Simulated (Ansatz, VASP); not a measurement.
## Two plane-wave programs on Zr2SiC2

```
CELL_PARAMETERS angstrom
4.07968 0.00000 0.00000
-2.03984 3.53310 0.00000
0.00000 0.00000 5.84598
ATOMIC_POSITIONS crystal
Zr 0.33333 0.66667 0.49228
Zr 0.66667 0.33333 0.50772
Si 0.00000 0.00000 0.50000
C 0.00000 0.00000 0.72933
C 0.00000 0.00000 0.27067
```

Alike in both runs: task single point; functional PBE; k mesh 6 × 6 × 4; occupations gaussian, width 0.1 eV; no spin polarisation.

```csv
,VASP,Ansatz
version,VASP 6.6.1,Ansatz 0.2.0
potentials or method,"VASP PAW PBE potentials, release 64 (Zr_sv, Si, C)","scalar-relativistic, plane waves, PAW"
plane-wave cutoff (eV),520,420
valence electrons in the cell,36,36
```

```tsv
	VASP	Ansatz	Ansatz less VASP
gap on the k mesh at the Fermi level (eV)	none	none	-
rms of the force components (eV/Å)	11.075	11.157	+0.0821
```

Atom by atom the forces differ by 0.082 eV/Å (rms over components). A gap of «none» marks a metal or a gap that the smearing closes.

Caveats: forces of over 1 eV/Å show positions far from the minimum, so gaps and moduli don't describe the material at rest.
